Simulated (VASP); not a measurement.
```
CELL_PARAMETERS angstrom
     -2.16255     2.16255     2.16255
      2.16255    -2.16255     2.16255
      2.16255     2.16255    -2.16255
ATOMIC_POSITIONS crystal
  Eu 0.00000 0.00000 0.00000
```

Calculation: rev-vdW-DF2, VASP's PBE PAW potentials (set 64) (plane waves; VASP). Settings: 520 eV cut-off, Gaussian smearing of 0.050 eV, potentials Eu_2.

The 4f electrons are frozen in the core of the lanthanide potential, so 4f levels, which can set the real gap, and their magnetism are missing.

Question: Give the energies of bands 4 to 7 at the high-symmetry points, in eV from the Fermi level.

Answer: 
```json
[
 {"band": "4", "Γ": "-3.89", "H": "-0.62", "N": "-1.20", "P": "0.74"},
 {"band": "5", "Γ": "2.64", "H": "-0.62", "N": "1.09", "P": "0.74"},
 {"band": "6", "Γ": "2.64", "H": "5.78", "N": "1.54", "P": "0.74"},
 {"band": "7", "Γ": "2.64", "H": "5.78", "N": "4.40", "P": "4.84"}
]
```

It has no gap at this level: it comes out as a metal or semimetal.

The compound is Eu in the bcc structure. It was relaxed first, which changed the volume by -16 %.
